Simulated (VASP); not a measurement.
An input for Ansatz (written as the equivalent of a VASP run, and not itself run):

Ansatz 0.2 input:
```yaml
crystal:
  lattice:
    - [0.0000000, 2.4475926, 2.4475926]
    - [2.4475926, 0.0000000, 2.4475926]
    - [2.4475926, 2.4475926, 0.0000000]
  atoms:
    - { symbol: B, position: [0.0000000, 0.0000000, 0.0000000] }
    - { symbol: As, position: [0.2500000, 0.2500000, 0.2500000] }
kpoints:
  mp_grid: { grid: [9, 9, 9] }
hamiltonian:
  xc: rpbe
  pseudopotentials: { kind: paw }
scf:
  occupations: { method: gaussian, width: 0.05 }
  max_iter: 100
output: { forces: true, stress: true, eigenvalues: true }
```

### Question
Translate this input to VASP (INCAR, KPOINTS, POSCAR, choice of POTCAR).

### Answer
This is not unique; one that fits is 
KPOINTS:
```
Automatic mesh
0
G
  9 9 9
```

INCAR:
```
SYSTEM = BAs
PREC = Accurate
ENCUT = 520
EDIFF = 1E-7
NELM = 100
ALGO = Normal
LREAL = .FALSE.
LASPH = .TRUE.
ISMEAR = 0
SIGMA = 0.05
GGA = RP
LMAXMIX = 4
LWAVE = .FALSE.
LCHARG = .FALSE.
ISIF = 2
```

File POSCAR:
```
BAs
1.0
  0.0000000000   2.4475925622   2.4475925622
  2.4475925622   0.0000000000   2.4475925622
  2.4475925622   2.4475925622   0.0000000000
B As
1 1
Cartesian
  0.0000000000   0.0000000000   0.0000000000
  1.2237962811   1.2237962811   1.2237962811
```

POTCAR, in this order: B As (PBE.64 set). Program: vasp_std.

Limits of the translation: each code has its own PAW files, so the cut-off isn't converted (ENCUT is set for VASP's; basis.ecutwfc is left out, and Ansatz then takes the one that its files recommend); Ansatz stops its SCF on the density residual and VASP on the energy change (EDIFF).

The compound is BAs in the zinc blende structure. This cell is one point of a volume scan, at 1.03 of the reference volume.
